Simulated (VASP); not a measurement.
Input:

```
CELL_PARAMETERS angstrom
      1.39145    -2.41007     0.00000
      1.39145     2.41007     0.00000
      0.00000     0.00000     4.49118
ATOMIC_POSITIONS crystal
  Re 0.33333 0.66667 0.25000
  Re 0.66667 0.33333 0.75000
```

The numbers are results of PW91 GGA, VASP's PBE PAW potentials (set 64) (plane waves; VASP), not measurements. Settings: 520 eV cut-off, Gaussian smearing of 0.050 eV, potentials Re.

Task: Give the energies of bands 1 to 10 at the high-symmetry points, in eV from the Fermi level.

Result: 
```csv
band,Γ,M,K,A,L,H
1,-9.63,-5.78,-5.02,-7.32,-6.08,-4.39
2,-6.43,-5.67,-3.92,-7.32,-6.08,-4.39
3,-1.52,-5.06,-3.92,-2.29,-3.95,-3.58
4,-1.52,-1.87,-3.24,-2.29,-3.95,-3.58
5,-1.51,-1.65,-2.04,-1.65,0.40,-2.07
6,-0.71,-1.31,-2.04,-1.65,0.40,-2.07
7,-0.71,-0.56,-0.01,-1.65,0.96,0.09
8,0.18,3.84,2.96,-1.65,0.96,0.09
9,0.18,4.24,2.96,2.47,4.14,3.27
10,0.69,4.36,3.41,2.47,4.14,3.27
```

It has no gap at this level: it comes out as a metal or semimetal.

The compound is Re in the hcp structure. It was relaxed first.
